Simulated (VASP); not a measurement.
Consider the following.

```
CELL_PARAMETERS angstrom
     -1.50465     1.50465     1.50465
      1.50465    -1.50465     1.50465
      1.50465     1.50465    -1.50465
ATOMIC_POSITIONS crystal
  V  0.00000 0.00000 0.00000
```

All values below come from PBE GGA with D3 dispersion (Becke-Johnson damping), VASP's PBE PAW potentials (set 64) (plane waves; VASP). Settings: 520 eV cut-off, 17×17×17 Γ-centred mesh, first-order Methfessel-Paxton smearing of 0.10 eV, potentials V_sv.

**Question.** Give the stress tensor in GPa (positive for a compressed cell).

**Answer.** 
```
-10.08    0.00    0.00
  0.00  -10.08    0.00
  0.00    0.00  -10.08
```
The pressure is its mean diagonal, -10.08 GPa.

The compound is V in the bcc structure. This cell is one point of a volume scan, at 1.06 of the reference volume. The run is not spin-polarised, so no magnetic state was tried.
